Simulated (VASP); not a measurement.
Method: r2SCAN meta-GGA, VASP's PBE PAW potentials (set 64) (plane waves; VASP).

Gaps are without spin-orbit coupling.

| Item | Value |
|---|---|
| volume per atom | 22.63 Å^3/atom |
| band gap (over mesh and band path) | 1.89 eV |
| smallest direct gap (over mesh and band path) | 1.89 eV |

Question: Which relaxed crystal gives these values?
(A) Al2O3, R-3c (167)
(B) AlN, P6_3mc (186)
(C) ZnSe, F-43m (216)
(D) NaLiZnS2, P3m1 (156)

Answer: C, ZnSe, F-43m (216)
